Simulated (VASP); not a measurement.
Input:

```
CELL_PARAMETERS angstrom
      1.76230    -3.05240     0.00000
      1.76230     3.05240     0.00000
      0.00000     0.00000     5.41869
ATOMIC_POSITIONS crystal
  Er 0.33333 0.66667 0.25000
  Er 0.66667 0.33333 0.75000
```

All values below come from PBEsol GGA, VASP's PBE PAW potentials (set 64) (plane waves; VASP 6.6.1). Settings: 400 eV cut-off, 11×11×6 Γ-centred mesh, first-order Methfessel-Paxton smearing of 0.10 eV, potentials Er_3.

The 4f electrons are frozen in the core of the lanthanide potential, so 4f levels, which can set the real gap, and their magnetism are missing.

Question: Predict the energy per atom (σ→0), band gap (on the k-mesh) with the smallest direct gap where there is one.

Answer: 
- band gap (on the k-mesh): none (metal, semimetal or under 0.01 eV)
- energy per atom (σ→0): -4.927 eV/atom

The absolute energy has meaning only against runs of the same code, potentials and settings.

The compound is Er in the hcp structure. It was relaxed first. The start is the result of an earlier pass.
